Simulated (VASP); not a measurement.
Output of a VASP run:

**OUTCAR**
```
 ion  position               nearest neighbor table
   1  0.000  0.000  0.000-   2 2.07   3 2.07   2 2.07   2 2.07   2 2.07   3 2.07   3 2.07   3 2.07
  LATTYP: Found a face centered cubic cell.
 ALAT       =     4.7904502048
 Subroutine PRICEL returns:
 Original cell was already a primitive cell.
 Subroutine GETGRP returns: Found 48 space group operations
The static configuration has the point symmetry O_h .
The dynamic configuration has the point symmetry O_h .
 Subroutine INISYM returns: Found 48 space group operations
 Subroutine IBZKPT returns following result:
 Found     47 irreducible k-points:

 Following reciprocal coordinates:
            Coordinates               Weight
  0.000000  0.000000  0.000000      1.000000
  0.100000  0.000000  0.000000      8.000000
  0.200000  0.000000  0.000000      8.000000
  0.300000  0.000000  0.000000      8.000000
  0.400000  0.000000  0.000000      8.000000
  0.500000  0.000000  0.000000      4.000000
  0.100000  0.100000  0.000000      6.000000
  0.200000  0.100000  0.000000     24.000000
  0.300000  0.100000  0.000000     24.000000
  0.400000  0.100000  0.000000     24.000000
  0.500000  0.100000  0.000000     24.000000
 -0.400000  0.100000  0.000000     24.000000
 -0.300000  0.100000  0.000000     24.000000
 -0.200000  0.100000  0.000000     24.000000
 -0.100000  0.100000  0.000000     12.000000
  0.200000  0.200000  0.000000      6.000000
  0.300000  0.200000  0.000000     24.000000
  0.400000  0.200000  0.000000     24.000000
  0.500000  0.200000  0.000000     24.000000
 -0.400000  0.200000  0.000000     24.000000
 -0.300000  0.200000  0.000000     24.000000
 -0.200000  0.200000  0.000000     12.000000
  0.300000  0.300000  0.000000      6.000000
  0.400000  0.300000  0.000000     24.000000
  0.500000  0.300000  0.000000     24.000000
 -0.400000  0.300000  0.000000     24.000000
 -0.300000  0.300000  0.000000     12.000000
  0.400000  0.400000  0.000000      6.000000
  0.500000  0.400000  0.000000     24.000000
 -0.400000  0.400000  0.000000     12.000000
  0.500000  0.500000  0.000000      3.000000
  0.300000  0.200000  0.100000     24.000000
  0.400000  0.200000  0.100000     48.000000
  0.500000  0.200000  0.100000     48.000000
 -0.400000  0.200000  0.100000     24.000000
  0.400000  0.300000  0.100000     24.000000
  0.500000  0.300000  0.100000     48.000000
 -0.400000  0.300000  0.100000     48.000000
 -0.300000  0.300000  0.100000     48.000000
 -0.200000  0.300000  0.100000     24.000000
   k-points           NKPTS =     47   k-points in BZ     NKDIM =     47   number of bands    NBANDS=     11
   number of dos      NEDOS =    301   number of ions     NIONS =      3
   total plane-waves  NPLWV =  13824
   dimension x,y,z NGX =    24 NGY =   24 NGZ =   24
   dimension x,y,z NGXF=    48 NGYF=   48 NGZF=   48
   ions per type =               1   2
   PREC   = accura    normal or accurate (medium, high low for compatibility)
   ISTART =      0    job   : 0-new  1-cont  2-samecut
   ICHARG =      2    charge: 1-file 2-atom 10-const
   ISPIN  =      1    spin polarized calculation?
   LNONCOLLINEAR =      F non collinear calculations
   LSORBIT =      F    spin-orbit coupling
   INIWAV =      1    electr: 0-lowe 1-rand  2-diag
   ENCUT  =  400.0 eV  29.40 Ry    5.42 a.u.   5.52  5.52  5.52*2*pi/ulx,y,z
   NELM   =    100;   NELMIN=  2; NELMDL= -5     # of ELM steps
   EDIFF  = 0.1E-05   stopping-criterion for ELM
   LREAL  =      F    real-space projection
   NLSPLINE    = F    spline interpolate recip. space projectors
   LMAXMIX     =    4 max onsite mixed and CHGCAR
   VOSKOWN=      0    Vosko Wilk Nusair interpolation
   EDIFFG = -.2E-01   stopping-criterion for IOM
   NSW    =     60    number of steps for IOM
   NBLOCK =      1;   KBLOCK =     60    inner block; outer block
   IBRION =      2    ionic relax: 0-MD 1-quasi-New 2-CG
   NFREE  =      1    steps in history (QN), initial steepest desc. (CG)
...
```

### OSZICAR
```
       N       E                     dE             d eps       ncg     rms          rms(c)
DAV:   1     0.537516194317E+02    0.53752E+02   -0.70140E+03  1050   0.107E+03
DAV:   2    -0.357004760291E+02   -0.89452E+02   -0.87069E+02  1190   0.290E+02
DAV:   3    -0.388544100365E+02   -0.31539E+01   -0.31044E+01  1612   0.457E+01
DAV:   4    -0.389133732757E+02   -0.58963E-01   -0.58814E-01  1262   0.674E+00
DAV:   5    -0.389162622078E+02   -0.28889E-02   -0.28886E-02  1487   0.889E-01    0.191E+01
DAV:   6    -0.312328375868E+02    0.76834E+01   -0.46194E+00  1415   0.215E+01    0.556E+00
DAV:   7    -0.323764067164E+02   -0.11436E+01   -0.11906E+00  1315   0.896E+00    0.135E+00
DAV:   8    -0.312261434518E+02    0.11503E+01   -0.83980E-01  1424   0.916E+00    0.926E-01
DAV:   9    -0.315205337637E+02   -0.29439E+00   -0.47717E-01  1181   0.640E+00    0.424E-01
DAV:  10    -0.315313187755E+02   -0.10785E-01   -0.11773E-02  1306   0.105E+00    0.265E-01
DAV:  11    -0.315445819368E+02   -0.13263E-01   -0.52365E-03  1105   0.814E-01    0.121E-01
DAV:  12    -0.315351488816E+02    0.94331E-02   -0.14905E-02  1096   0.126E+00    0.782E-02
DAV:  13    -0.315351481345E+02    0.74707E-06   -0.28794E-04  1509   0.161E-01    0.749E-02
DAV:  14    -0.315351475022E+02    0.63232E-06   -0.25192E-06  1070   0.154E-02
   1 F= -.31535148E+02 E0= -.31535029E+02  d E =-.315351E+02
       N       E                     dE             d eps       ncg     rms          rms(c)
DAV:   1    -0.315398142321E+02   -0.46661E-02   -0.14060E-01  1121   0.453E+00    0.686E-01
DAV:   2    -0.315351340520E+02    0.46802E-02   -0.11690E-02  1148   0.134E+00    0.203E-01
DAV:   3    -0.315343495164E+02    0.78454E-03   -0.50321E-03  1380   0.681E-01    0.146E-01
DAV:   4    -0.315344263017E+02   -0.76785E-04   -0.39640E-04  1160   0.220E-01    0.529E-02
DAV:   5    -0.315345092309E+02   -0.82929E-04   -0.38873E-04  1498   0.186E-01    0.154E-02
DAV:   6    -0.315345645598E+02   -0.55329E-04   -0.13459E-04  1079   0.132E-01    0.131E-02
DAV:   7    -0.315345768406E+02   -0.12281E-04   -0.28695E-05  1336   0.557E-02    0.282E-03
DAV:   8    -0.315345793305E+02   -0.24900E-05   -0.15964E-06   919   0.149E-02    0.746E-04
DAV:   9    -0.315345786629E+02    0.66767E-06   -0.43486E-07   589   0.840E-03
   2 F= -.31534579E+02 E0= -.31534461E+02  d E =0.568839E-03
       N       E                     dE             d eps       ncg     rms          rms(c)
DAV:   1    -0.315375535020E+02   -0.29742E-02   -0.85493E-02  1109   0.353E+00    0.514E-01
DAV:   2    -0.315352981567E+02    0.22553E-02   -0.67558E-03  1142   0.102E+00    0.149E-01
DAV:   3    -0.315350284441E+02    0.26971E-03   -0.26849E-03  1387   0.485E-01    0.905E-02
DAV:   4    -0.315350858207E+02   -0.57377E-04   -0.19126E-04  1155   0.153E-01    0.409E-02
DAV:   5    -0.315351175508E+02   -0.31730E-04   -0.18832E-04  1467   0.129E-01    0.134E-02
DAV:   6    -0.315351589248E+02   -0.41374E-04   -0.40819E-05  1101   0.737E-02    0.976E-03
DAV:   7    -0.315351598480E+02   -0.92321E-06   -0.90880E-06  1558   0.266E-02
   3 F= -.31535160E+02 E0= -.31535042E+02  d E =-.123458E-04
```

**OUTCAR**
```
------------------------ aborting loop because EDIFF is reached ----------------------------------------
  FORCE on cell =-STRESS in cart. coord.  units (eV):
  Direction    XX          YY          ZZ          XY          YZ          ZX
  --------------------------------------------------------------------------------------
  Total        0.0486132      0.0486132      0.0486132      0.0000000      0.0000000      0.0000000
  in kB        2.8380234      2.8380234      2.8380234      0.0000000      0.0000000      0.0000000
  external PRESSURE =       2.8380234 kB  Pullay stress =       0.0000000 kB
  volume of cell :       27.44
      direct lattice vectors                 reciprocal lattice vectors
     0.000000000  2.394085315  2.394085315    -0.208848029  0.208848029  0.208848029
     2.394085315  0.000000000  2.394085315     0.208848029 -0.208848029  0.208848029
     2.394085315  2.394085315  0.000000000     0.208848029  0.208848029 -0.208848029
 POSITION                                       TOTAL-FORCE (eV/Angst)
 -----------------------------------------------------------------------------------
      0.00000      0.00000      0.00000         0.000000     -0.000000     -0.000000
      3.59113      3.59113      3.59113         0.000000      0.000000      0.000000
      1.19704      1.19704      1.19704        -0.000000     -0.000000     -0.000000
 -----------------------------------------------------------------------------------
    total drift:                               -0.000000      0.000000      0.000000
  FREE ENERGIE OF THE ION-ELECTRON SYSTEM (eV)
  ---------------------------------------------------
  free  energy   TOTEN  =       -31.5351598480 eV

  energy  without entropy=      -31.5348061315  energy(sigma->0) =      -31.53504194

 reached required accuracy - stopping structural energy minimisation
```
(Selected blocks of OUTCAR.)

File POSCAR:
```
ZrH2
1
    0.0000000000     2.3952251024     2.3952251024
    2.3952251024    -0.0000000000     2.3952251024
    2.3952251024     2.3952251024     0.0000000000
Zr H
1 2
Direct
  0.0000000000   0.0000000000   0.0000000000
  0.7500000000   0.7500000000   0.7500000000
  0.2500000000   0.2500000000   0.2500000000
```

Q: Reconstruct the remaining input files.

A: Several could match; the one computed here: the input of the run itself, r2SCAN meta-GGA, plane waves, VASP's PBE PAW potentials (set 64).

INCAR:
```
ALGO = Normal
SIGMA = 0.1   ! width (eV)
LWAVE = .False.
EDIFF = 1E-6
NELM = 100
LREAL = .False.   ! projection in real space or not
LMIXTAU = .True.
ISIF = 3   ! ions, shape and volume
PREC = Accurate
IBRION = 2   ! conjugate gradients
LASPH = .True.   ! aspherical one-centre terms
EDIFFG = -0.02
SYSTEM = ZrH2
METAGGA = R2SCAN
LCHARG = .False.
NSW = 60   ! most ionic steps
LMAXMIX = 4
ISMEAR = 1
ENCUT = 400
```

File KPOINTS:
```
Automatic
0
G
10 10 10
0 0 0
```

POTCAR, in this order: Zr_sv H (PBE.64 set). Program: vasp_std.

The structure comes from a computed database's ZrH2 entry (Fm-3m); how it stands against other phases isn't given here. This run relaxes it. Symmetry was kept, so distortions that lower it aren't found. The start is the result of an earlier pass.
